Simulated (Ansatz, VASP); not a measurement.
Two plane-wave programs on BeAl3

```
Al Be
1.0
    -1.92916    1.92916    3.82604
     1.92916   -1.92916    3.82604
     1.92916    1.92916   -3.82604
Al Be
3 1
Direct
  0.50000 0.50000 0.00000
  0.25000 0.75000 0.50000
  0.75000 0.25000 0.50000
  0.00000 0.00000 0.00000
```

Change from the starting cell: volume scaled by 0.98.

Alike in both runs: task single point; functional PBE; k mesh 10 × 10 × 10; occupations fermi-dirac, width 0.05 eV; no spin polarisation.

|  | VASP | Ansatz |
| --- | --- | --- |
| version | VASP 6.6.1 | Ansatz 0.2.0 |
| potentials or method | VASP PAW PBE potentials, release 64 (Al, Be) | Ansatz PAW |
| plane-wave cutoff (eV) | 520 | 420 |
| valence electrons in the cell | 11 | 11 |

|  | VASP | Ansatz | Ansatz less VASP |
| --- | --- | --- | --- |
| gap on the k mesh at the Fermi level (eV) | none | none | - |
| pressure (GPa) | 2.6 | 2.6 | +0.02 |
| largest component of the traceless stress (GPa) | 0.63 | 0.63 | +0.003 |

A gap of «none» marks a metal or a gap that the smearing closes.
